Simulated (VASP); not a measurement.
Given:

```xyz
65
Lattice="10.9371 0.0000 0.0000 0.0000 10.9371 0.0000 0.0000 0.0000 10.9371" Properties=species:S:1:pos:R:3 pbc="T T T"
Si     5.4654    10.9242    10.9255
Si     6.8630     1.3415     1.3425
Si     8.2197     2.7368    10.9261
Si     9.5696     4.1010     1.3689
Si     8.2168    10.9226     2.7380
Si     9.5695     1.3653     4.1015
Si    10.9331    10.9353    10.9342
Si     1.3669     1.3685     1.3686
Si     2.7370     2.7368    10.9259
Si     4.0979     4.0992     1.3606
Si     5.4631     5.4620    10.9285
Si     6.8316     6.8310     1.3713
Si     8.2015     8.2022     0.0004
Si     9.5674     9.5690     1.3678
Si     2.7325    10.9188     2.7352
Si     4.0985     1.3451     4.1020
Si     5.4902     2.7063     2.7175
Si     6.8462     4.1013     4.1091
Si     8.2131     5.4626     2.7401
Si     9.5693     6.8342     4.1016
Si     5.4649    10.9172     5.4662
Si     6.8305     1.3702     6.8318
Si     8.2189     2.7373     5.4677
Si     9.5703     4.1005     6.8411
Si     8.2012    10.9370     8.2021
Si     9.5669     1.3675     9.5689
Si    10.9203     5.4654    10.9253
Si     1.3364     6.8659     1.3389
Si     2.7373     8.2169    10.9221
Si     4.1006     9.5688     1.3650
Si    10.9242     2.7375     2.7396
Si     1.3554     4.0992     4.1047
Si     2.7032     5.4959     2.7102
Si     4.1015     6.8496     4.1048
Si     5.4655     8.2168     2.7380
Si     6.8402     9.5671     4.1018
Si    10.9233    10.9253     5.4663
Si     1.3425     1.3419     6.8636
Si     2.7182     2.7093     5.4937
Si     4.1045     4.1039     6.8567
Si     5.4978     5.5014     5.5050
Si     6.8689     6.8699     6.8702
Si     8.2219     8.2178     5.4662
Si     9.5710     9.5719     6.8357
Si     2.7369    10.9225     8.2193
Si     4.1005     1.3648     9.5721
Si     5.4673     2.7374     8.2226
Si     6.8389     4.1001     9.5765
Si     8.2178     5.4651     8.2216
Si     9.5706     6.8359     9.5712
Si    10.9186     8.2162     2.7375
Si     1.3604     9.5680     4.1012
Si    10.9233     5.4641     5.4672
Si     1.3691     6.8333     6.8341
Si     2.7360     8.2184     5.4670
Si     4.1007     9.5673     6.8426
Si    10.9229     2.7366     8.2194
Si     1.3629     4.1003     9.5743
Si     2.7343     5.4654     8.2214
Si     4.1012     6.8349     9.5731
Si     5.4658     8.2174     8.2237
Si     6.8352     9.5717     9.5726
Si    10.9363     8.2040     8.2028
Si     1.3673     9.5686     9.5699
Cu     4.1088     4.1234     4.1058
```
Cell charge -1.

Level of theory: HSE06 screened hybrid, VASP's PBE PAW potentials (set 64) (plane waves; VASP). Numerical set-up: PREC = Normal, LREAL = Auto, ISYM = 0, NELECT = 268.0, EDIFF = 1E-5, 400 eV cut-off, 1×1×1 Γ-centred mesh, Gaussian smearing of 0.050 eV, potentials Si Cu.

The cell is charged, with a uniform compensating background. The supercell is sampled at Γ alone, which is coarse: total energies, pressure and levels can be off, energies of defects by several tenths of an eV.

Question: Predict the energy per atom (σ→0).

Answer: 
```yaml
energy per atom (σ→0): -6.045 eV/atom
```

The absolute energy has meaning only against runs of the same code, potentials and settings.

The cell is a supercell with a defect, built from Si (diamond): Cu_i, charge -1. The cell's shape comes from a PBE relaxation. The run is not spin-polarised, so no state with unpaired spins was tried.
